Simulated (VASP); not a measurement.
KP2:

```
CELL_PARAMETERS angstrom
3.81147 0.00000 0.00000
-1.90574 3.30083 0.00000
0.00000 0.00000 5.52086
ATOMIC_POSITIONS crystal
K 0.00000 0.00000 0.50000
P 0.33333 0.66667 0.92868
P 0.66667 0.33333 0.07132
```

The cell was built by a generator and needn't be a form met in nature.

* Program: VASP 6.6.1
* Task: single point
* Functional: PBE
* Potentials or basis: VASP PAW PBE potentials, release 64 (K_sv, P)
* Cutoff: 520 eV
* k mesh: 8 × 8 × 5
* Occupations: fermi-dirac, width 0.05 eV
* Spin: no spin polarisation

On this cell: pressure 2.5 GPa; largest force 0.090 eV/Å; band gap on the k mesh none (metal or under the smearing width).

The same run follows on a disturbed copy (atoms moved at random, drawn with an rms of 0.05 Å):

```
CELL_PARAMETERS angstrom
3.81147 0.00000 0.00000
-1.90574 3.30083 0.00000
0.00000 0.00000 5.52086
ATOMIC_POSITIONS crystal
K 0.98640 0.01171 0.50965
P 0.34500 0.67628 0.93347
P 0.65778 0.34072 0.07871
```

Question: What changes?

Answer: The energy (extrapolated to zero smearing) moves by -2.2 meV/atom; pressure 2.5 GPa; largest force 0.173 eV/Å; band gap on the k mesh none (metal or under the smearing width).

Forces on the atoms (eV/Å):
```
K    0.080 -0.006 -0.062
P    0.085 -0.032  0.029
P   -0.165  0.039  0.034
```

Stress tensor (GPa, compression positive):
```
 2.48 -0.51 -0.62
-0.51  2.68  0.01
-0.62  0.01  2.39
```
